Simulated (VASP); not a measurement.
# SnTeS4 (P2/m) in VASP: further runs, part 2 of 2

VASP 6.6.1. Earlier steps stand in the parts before.

**3. Relaxation of cell and atoms, PBE**

This run uses another cell than the first one, of 27.53 Å³/atom, 1.068 times its volume.

INCAR reads:

```
SYSTEM = SnTeS4
PREC = Accurate ; ENCUT = 520
EDIFF = 1E-7 ; ISMEAR = 0
SIGMA = 0.03 ; LREAL = .False.
LASPH = .True. ; NELM = 120
ALGO = Normal ; ISIF = 3
LWAVE = .False. ; LCHARG = .False.
GGA = PE ; IBRION = 2
NSW = 60 ; EDIFFG = -0.005
POTIM = 0.3 ; KPAR = 4
```

KPOINTS reads:

```
Automatic mesh
0
Gamma
  4 6 4
  0 0 0
```

POSCAR reads:

```
SnTeS4                                  
1.0
    6.7106794628      0.0000000000      0.0120055527
    0.0000000000      3.7654554108      0.0000000000
   -0.0212717470      0.0000000000      6.5362843723
  Sn              Te              S             
     1     1     4
Direct
     0.0000000000000000    1.0000000000000000    0.0000000000000000
     0.0000000000000000    0.5000000000000000    0.5000000000000000
     0.2223447290882384    0.5000000000000000    0.8440347381459898
     0.7776552709117621    0.5000000000000000    0.1559652618540102
     0.2276432189228439    0.0000000000000000    0.3226402830040949
     0.7723567810771561    0.0000000000000000    0.6773597169959051
```

Potentials or basis: VASP PAW PBE potentials, release 64 (Sn_d, Te, S).

On the command line:

```bash
> cat potpaw_PBE.64/Sn_d/POTCAR potpaw_PBE.64/Te/POTCAR potpaw_PBE.64/S/POTCAR > POTCAR
> mpirun -np 4 vasp_std > vasp.out
```

OUTCAR:

```text
SYSTEM = SnTeS4
   PREC = Accurate
   ENCUT = 520
   EDIFF = 1E-7
   ISMEAR = 0
   LREAL = .False.
   LASPH = .True.
   NELM = 120
   ISIF = 3
   GGA = PE
   IBRION = 2
   NSW = 60
   EDIFFG = -0.005
   POTIM = 0.3

 ion  position               nearest neighbor table
   1  0.000  0.000  0.000-   5 2.60   6 2.60   4 2.61   4 2.61   3 2.61   3 2.61
   2  0.000  0.500  0.500-   5 2.69   6 2.69   5 2.69   6 2.69   4 2.70   3 2.70
   3  0.222  0.500  0.844-   1 2.61   1 2.61   2 2.70
   4  0.778  0.500  0.156-   1 2.61   1 2.61   2 2.70
   5  0.228  0.000  0.323-   1 2.60   2 2.69   2 2.69
   6  0.772  0.000  0.677-   1 2.60   2 2.69   2 2.69

  LATTYP: Found a simple monoclinic cell.
 ALAT       =     6.5363189857
 B/A-ratio  =     0.5760819536
 C/A-ratio  =     1.0266772807
 COS(beta)  =    -0.0014653776

  Lattice vectors:

 A1 = (  -0.0212717470,   0.0000000000,   6.5362843723)
 A2 = (   0.0000000000,  -3.7654554108,   0.0000000000)
 A3 = (   6.7106794628,   0.0000000000,   0.0120055527)

Analysis of symmetry for initial positions (statically):
=====================================================================
 Subroutine PRICEL returns:
 Original cell was already a primitive cell.

 Routine SETGRP: Setting up the symmetry group for a
 simple monoclinic supercell.

 Subroutine GETGRP returns: Found  4 space group operations
 (whereof  4 operations were pure point group operations)
 out of a pool of  4 trial point group operations.

The static configuration has the point symmetry C_2h.

Analysis of symmetry for dynamics (positions and initial velocities):
=====================================================================
 Subroutine PRICEL returns:
 Original cell was already a primitive cell.

 Routine SETGRP: Setting up the symmetry group for a
[... 193 lines left out ...]
      5.16863      0.00000      4.43669         0.005011     -0.000000     -0.000195
 -----------------------------------------------------------------------------------
    total drift:                               -0.000000     -0.000000     -0.000000

  FREE ENERGIE OF THE ION-ELECTRON SYSTEM (eV)
  ---------------------------------------------------
  free  energy   TOTEN  =       -24.2725673519 eV

  energy  without entropy=      -24.2725673519  energy(sigma->0) =      -24.27256735

--------------------------------------- Ionic step        2  -------------------------------------------

 number of electron      44.0000007 magnetization

 Free energy of the ion-electron system (eV)
  ---------------------------------------------------
  ext. energy  EPLUGINS =         0.00000000
  ---------------------------------------------------
  free energy    TOTEN  =       -24.27257427 eV

  energy without entropy =      -24.27257427  energy(sigma->0) =      -24.27257427

 E-fermi :   3.6368     XC(G=0):  -8.5681

 val. band max:        3.4709691907   @ k =   0.5000   0.1667   0.5000
 cond. band min:       4.2951636169   @ k =   0.5000   0.5000   0.5000
 fundamental gap:      0.8241944262
 Fermi energy:         3.6367986306

 k-point     1 :       0.0000    0.0000    0.0000
  band No.  band energies     occupation
      1     -18.0174      2.00000
      2     -17.9721      2.00000
      3     -17.9549      2.00000
      4     -17.9382      2.00000
      5     -17.9221      2.00000
      6     -11.1674      2.00000
[... 685 lines left out ...]
     25       6.4091      0.00000
     26       6.5664      0.00000

 [... further k-points ...]

------------------------ aborting loop because EDIFF is reached ----------------------------------------

  FORCE on cell =-STRESS in cart. coord.  units (eV):
  Direction    XX          YY          ZZ          XY          YZ          ZX
  --------------------------------------------------------------------------------------
  -------------------------------------------------------------------------------------
  Total        0.0289239     -0.0132856     -0.0048391      0.0000000      0.0000000      0.0026845
  in kB        0.2806031     -0.1288891     -0.0469460      0.0000000      0.0000000      0.0260436
  external PRESSURE =       0.0349226 kB  Pullay stress =       0.0000000 kB

 VOLUME and BASIS-vectors are now :
 -----------------------------------------------------------------------------
  energy-cutoff  :      520.00
  volume of cell :      165.15
      direct lattice vectors                 reciprocal lattice vectors
     6.711265845  0.000000000  0.012180494     0.149002314  0.000000000  0.000481086
     0.000000000  3.764987500  0.000000000     0.000000000  0.265605132  0.000000000
    -0.021102519  0.000000000  6.535894277    -0.000277685  0.000000000  0.153000354

 POSITION                                       TOTAL-FORCE (eV/Angst)
 -----------------------------------------------------------------------------------
     -0.02110      3.76499      6.53589        -0.000000     -0.000000      0.000000
     -0.01055      1.88249      3.26795        -0.000000     -0.000000      0.000000
      1.47430      1.88249      5.51927        -0.002848      0.000000      0.000465
      5.21587      1.88249      1.02881         0.002848     -0.000000     -0.000465
      1.52082      3.76499      2.11152        -0.003648     -0.000000     -0.000345
      5.16934      3.76499      4.43655         0.003648     -0.000000      0.000345
 -----------------------------------------------------------------------------------
    total drift:                               -0.000000      0.000000     -0.000000

  FREE ENERGIE OF THE ION-ELECTRON SYSTEM (eV)
  ---------------------------------------------------
  free  energy   TOTEN  =       -24.2725742659 eV

  energy  without entropy=      -24.2725742659  energy(sigma->0) =      -24.27257427

 reached required accuracy - stopping structural energy minimisation
```

CONTCAR:

```text
SnTeS4
   1.00000000000000
     6.7112658445882722    0.0000000000000000    0.0121804935335164
     0.0000000000000000    3.7649874996694956    0.0000000000000000
    -0.0211025185749788    0.0000000000000000    6.5358942766755872
  Sn              Te              S
     1     1     4
Direct
     0.0000000000000000    1.0000000000000000    1.0000000000000000
     0.0000000000000000    0.5000000000000000    0.5000000000000000
     0.2223287214702485    0.5000000000000000    0.8440406955888814
     0.7776712785297586    0.5000000000000000    0.1559593044111186
     0.2276216058730411    1.0000000000000000    0.3226411860559371
     0.7723783941269589    1.0000000000000000    0.6773588139440629

  0.00000000E+00  0.00000000E+00  0.00000000E+00
  0.00000000E+00  0.00000000E+00  0.00000000E+00
  0.00000000E+00  0.00000000E+00  0.00000000E+00
  0.00000000E+00  0.00000000E+00  0.00000000E+00
  0.00000000E+00  0.00000000E+00  0.00000000E+00
  0.00000000E+00  0.00000000E+00  0.00000000E+00
```

Run time: 30 s. Hardware: 4 MPI ranks of Intel Xeon 6975P-C (Granite Rapids), shared host; peak memory 0.37 GiB.

What came out:

| Item | Value |
| --- | --- |
| Free energy | -24.2726 eV |
| Energy gained by relaxing | 0.0 meV/atom |
| Ionic steps | 2 |
| Pressure after relaxing | 0.0 GPa |
| Largest force after relaxing | 0.004 eV/Å |
| Band gap on the k mesh | 0.82 eV, indirect (least direct gap 1.17 eV) |

Forces in eV/Å, atoms in the order of the input:
```
Sn   0.000  0.000  0.000
Te   0.000  0.000  0.000
S   -0.003  0.000  0.000
S    0.003  0.000  0.000
S   -0.004  0.000  0.000
S    0.004  0.000  0.000
```

Final structure:
```yaml
crystal:
  lattice:
    - [6.71127, 0.00000, 0.01218]
    - [0.00000, 3.76499, 0.00000]
    - [-0.02110, 0.00000, 6.53589]
  atoms:
    - { symbol: Sn, position: [0.00000, 0.00000, 0.00000] }
    - { symbol: Te, position: [0.00000, 0.50000, 0.50000] }
    - { symbol: S, position: [0.22233, 0.50000, 0.84404] }
    - { symbol: S, position: [0.77767, 0.50000, 0.15596] }
    - { symbol: S, position: [0.22762, 0.00000, 0.32264] }
    - { symbol: S, position: [0.77238, 0.00000, 0.67736] }
```

Levels at points of the mesh, in eV from the valence-band top:
```tsv
k point	band 20	band 21	band 22	band 23	band 24	band 25
(0.00, 0.00, 0.00)	-1.11	-1.01	-0.99	0.92	1.14	2.10
(0.50, 0.00, 0.00)	-1.08	-1.02	-0.92	1.11	1.33	2.09
(0.00, 0.50, 0.00)	-1.43	-1.04	-0.18	1.60	2.63	3.25
(0.50, 0.50, 0.00)	-1.36	-1.00	-0.06	1.84	2.25	3.14
(0.00, 0.00, 0.50)	-1.04	-0.92	-0.15	1.04	2.10	2.43
(0.50, 0.00, 0.50)	-1.10	-0.97	-0.19	0.98	2.35	2.48
(0.00, 0.50, 0.50)	-1.21	-1.08	-0.95	0.92	1.80	2.62
(0.50, 0.50, 0.50)	-1.34	-1.14	-1.07	0.82	2.05	2.62
```

Caveat: spin-orbit coupling is left out, which moves the levels of the heavy elements; this functional lacks dispersion, which binds the layers, so the pressure and a relaxed spacing across them are unreliable.
